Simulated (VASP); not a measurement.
```
CELL_PARAMETERS angstrom
      3.67790    -1.88740    -0.00523
      3.67790     1.88740    -0.00523
      2.71378     0.00000     3.11844
ATOMIC_POSITIONS crystal
  As 0.22678 0.22678 0.22678
  As 0.77322 0.77322 0.77322
```

Method: SCAN meta-GGA, VASP's PBE PAW potentials (set 64) (plane waves; VASP). Settings: 520 eV cut-off, 13×13×13 Γ-centred mesh, tetrahedra with Blöchl corrections, potentials As.

Task: Give the energies of bands 2 to 8 at the high-symmetry points, in eV from the Fermi level.

Result: 
```json
[
 {"band": "2", "Γ": "-6.08", "T": "-10.46", "H2": "-11.07", "L": "-11.58", "S0": "-11.31", "F": "-10.13"},
 {"band": "3", "Γ": "-2.76", "T": "-1.95", "H2": "-6.13", "L": "-3.03", "S0": "-6.41", "F": "-6.25"},
 {"band": "4", "Γ": "-2.23", "T": "-1.95", "H2": "-5.64", "L": "-2.99", "S0": "-3.80", "F": "-4.47"},
 {"band": "5", "Γ": "-2.23", "T": "-0.65", "H2": "-1.55", "L": "-0.52", "S0": "-3.71", "F": "-4.36"},
 {"band": "6", "Γ": "1.68", "T": "0.73", "H2": "1.26", "L": "-0.31", "S0": "3.31", "F": "1.57"},
 {"band": "7", "Γ": "3.00", "T": "0.73", "H2": "5.41", "L": "0.37", "S0": "3.37", "F": "5.62"},
 {"band": "8", "Γ": "3.00", "T": "1.73", "H2": "5.60", "L": "1.37", "S0": "5.57", "F": "7.07"}
]
```

It has no gap at this level: it comes out as a metal or semimetal.

The compound is As in the a7 structure. It was relaxed first.
